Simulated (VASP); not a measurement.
Here is the system:

```xyz
2
Lattice="0.0000 1.7448 1.7448 1.7448 0.0000 1.7448 1.7448 1.7448 0.0000" Properties=species:S:1:pos:R:3 pbc="T T T"
C      0.0000     0.0000     0.0000
C      0.8724     0.8724     0.8724
```

The numbers are results of revTPSS meta-GGA, VASP's PBE PAW potentials (set 64) (plane waves; VASP), not measurements. Run with 520 eV cut-off, 13×13×13 Γ-centred mesh, Gaussian smearing of 0.050 eV, potentials C.

**Question.** Predict the energy per atom (σ→0), pressure.

**Answer.** 
energy per atom (σ→0): -10.214 eV/atom
pressure: 30.55 GPa

The absolute energy has meaning only against runs of the same code, potentials and settings.

The compound is C in the diamond structure. This cell is one point of a volume scan, at 0.94 of the reference volume.
